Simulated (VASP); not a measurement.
These are PBE GGA, VASP's PBE PAW potentials (set 64) (plane waves; VASP) values and carry that method's errors.

VASP ran on this input.

**INCAR**
```
SYSTEM = KCl
PREC = Accurate
ENCUT = 300
EDIFF = 1E-6
NELM = 100
ALGO = Normal
LREAL = .FALSE.
LASPH = .TRUE.
ISMEAR = 0
SIGMA = 0.01
GGA = PE
LWAVE = .FALSE.
LCHARG = .FALSE.
ISIF = 2
```

### POSCAR
```
KCl
1
    0.0000000000     3.2147610000     3.2147610000
    3.2147610000     0.0000000000     3.2147610000
    3.2147610000     3.2147610000     0.0000000000
K Cl
1 1
Direct
  0.0000000000   0.0000000000   0.0000000000
  0.5000000000   0.5000000000   0.5000000000
```

File KPOINTS:
```
Automatic
0
G
  9 9 9
0 0 0
```

POTCAR, in this order: K_sv Cl (PBE.64 set). Program: vasp_std.

The run wrote:

OUTCAR:
```
 ion  position               nearest neighbor table
   1  0.000  0.000  0.000-   2 3.21   2 3.21   2 3.21   2 3.21   2 3.21   2 3.21
   2  0.500  0.500  0.500-   1 3.21   1 3.21   1 3.21   1 3.21   1 3.21   1 3.21
  LATTYP: Found a face centered cubic cell.
 ALAT       =     6.4295220000
 Subroutine PRICEL returns:
 Original cell was already a primitive cell.
 Subroutine GETGRP returns: Found 48 space group operations
The static configuration has the point symmetry O_h .
The dynamic configuration has the point symmetry O_h .
 Subroutine INISYM returns: Found 48 space group operations
 Subroutine IBZKPT returns following result:
 Found     35 irreducible k-points:

 Following reciprocal coordinates:
            Coordinates               Weight
  0.000000  0.000000  0.000000      1.000000
  0.111111  0.000000  0.000000      8.000000
  0.222222  0.000000  0.000000      8.000000
  0.333333  0.000000  0.000000      8.000000
  0.444444  0.000000  0.000000      8.000000
  0.111111  0.111111  0.000000      6.000000
  0.222222  0.111111  0.000000     24.000000
  0.333333  0.111111  0.000000     24.000000
  0.444444  0.111111  0.000000     24.000000
 -0.444444  0.111111  0.000000     24.000000
 -0.333333  0.111111  0.000000     24.000000
 -0.222222  0.111111  0.000000     24.000000
 -0.111111  0.111111  0.000000     12.000000
  0.222222  0.222222  0.000000      6.000000
  0.333333  0.222222  0.000000     24.000000
  0.444444  0.222222  0.000000     24.000000
 -0.444444  0.222222  0.000000     24.000000
 -0.333333  0.222222  0.000000     24.000000
 -0.222222  0.222222  0.000000     12.000000
  0.333333  0.333333  0.000000      6.000000
  0.444444  0.333333  0.000000     24.000000
 -0.444444  0.333333  0.000000     24.000000
 -0.333333  0.333333  0.000000     12.000000
  0.444444  0.444444  0.000000      6.000000
...
```

### OSZICAR
```
       N       E                     dE             d eps       ncg     rms          rms(c)
DAV:   1     0.756521835384E+02    0.75652E+02   -0.53878E+03   840   0.781E+02
DAV:   2    -0.285879028785E+01   -0.78511E+02   -0.73502E+02  1120   0.220E+02
DAV:   3    -0.699032713082E+01   -0.41315E+01   -0.41146E+01  1068   0.484E+01
DAV:   4    -0.711859029403E+01   -0.12826E+00   -0.12818E+00  1396   0.802E+00
DAV:   5    -0.711982214615E+01   -0.12319E-02   -0.12318E-02  1096   0.774E-01    0.323E+00
DAV:   6    -0.681077918239E+01    0.30904E+00   -0.57245E-01  1020   0.401E+00    0.265E+00
DAV:   7    -0.679324530309E+01    0.17534E-01   -0.13865E-01  1064   0.215E+00    0.153E+00
DAV:   8    -0.680659190225E+01   -0.13347E-01   -0.21442E-02  1136   0.117E+00    0.177E-01
DAV:   9    -0.680765096574E+01   -0.10591E-02   -0.17099E-03  1112   0.269E-01    0.105E-01
DAV:  10    -0.680834037943E+01   -0.68941E-03   -0.66560E-04   964   0.198E-01    0.127E-02
DAV:  11    -0.680835251488E+01   -0.12135E-04   -0.20538E-05  1184   0.304E-02    0.603E-03
DAV:  12    -0.680835670761E+01   -0.41927E-05   -0.57195E-06  1024   0.166E-02    0.308E-03
DAV:  13    -0.680835693777E+01   -0.23016E-06   -0.71722E-07   816   0.670E-03
   1 F= -.68083569E+01 E0= -.68083569E+01  d E =-.125566E-25
```

### OUTCAR
```
------------------------ aborting loop because EDIFF is reached ----------------------------------------
  FORCE on cell =-STRESS in cart. coord.  units (eV):
  Direction    XX          YY          ZZ          XY          YZ          ZX
  --------------------------------------------------------------------------------------
  Total       -0.2511257     -0.2511257     -0.2511257      0.0000000     -0.0000000      0.0000000
  in kB       -6.0551612     -6.0551612     -6.0551612      0.0000000     -0.0000000      0.0000000
  external PRESSURE =      -6.0551612 kB  Pullay stress =       0.0000000 kB
  volume of cell :       66.45
      direct lattice vectors                 reciprocal lattice vectors
     0.000000000  3.214761000  3.214761000    -0.155532557  0.155532557  0.155532557
     3.214761000  0.000000000  3.214761000     0.155532557 -0.155532557  0.155532557
     3.214761000  3.214761000  0.000000000     0.155532557  0.155532557 -0.155532557
  FREE ENERGIE OF THE ION-ELECTRON SYSTEM (eV)
  ---------------------------------------------------
  free  energy   TOTEN  =        -6.8083569378 eV

  energy  without entropy=       -6.8083569378  energy(sigma->0) =       -6.80835694
```
(Selected blocks of OUTCAR.)

At this cut-off the stress carries a Pulay error, which pulls relaxed volumes low.

The structure comes from a computed database's KCl entry; how it stands against other phases isn't given here. The cell was not relaxed at this level.
